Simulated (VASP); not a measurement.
A run of VASP 6.6.1:

Contents of INCAR:

```
PREC     = Accurate       # precision mode
ENCUT    = 520            # plane-wave cutoff, eV
EDIFF    = 1E-6           # SCF threshold, eV
ISMEAR   = 0              # smearing method
SIGMA    = 0.1            # smearing width, eV
LREAL    = F              # projectors in reciprocal space
LASPH    = T              # aspherical terms in the spheres
NELM     = 100            # most SCF steps
ALGO     = Normal         # electronic algorithm
ISIF     = 2              # what is computed and relaxed
LWAVE    = F              # write WAVECAR
LCHARG   = F              # write CHGCAR
GGA      = PE             # functional
NBANDS   = 14             # bands
```

KPOINTS

```
Automatic mesh
0
Gamma
  4 4 4
```

POSCAR

```
CsLi2
1.0
    0.0000000000      3.5840792200      3.5840792200
    3.5840792200      0.0000000000      3.5840792200
    3.5840792200      3.5840792200      0.0000000000
Cs Li
1 2
Direct
    0.0000000000      0.0000000000      0.0000000000
    0.7500000000      0.7500000000      0.7500000000
    0.2500000000      0.2500000000      0.2500000000
```

Potentials or basis: VASP PAW PBE potentials, release 64 (Cs_sv, Li_sv).

Launch:

```console
$ cat potpaw_PBE.64/Cs_sv/POTCAR potpaw_PBE.64/Li_sv/POTCAR > POTCAR
$ mpirun -np 1 vasp_std > vasp.out
```

Hardware: 1 thread of Intel(R) Xeon(R) Platinum 8175M CPU @ 2.50GHz (Skylake/Cascade Lake), on a shared host.

Question: Estimate the wall time of this run.

Answer: Run time: 16 s on 1 thread of Intel(R) Xeon(R) Platinum 8175M CPU @ 2.50GHz (Skylake/Cascade Lake), on a shared host, peak memory 0.23 GiB. Counts: scf iterations 12, k points 8.
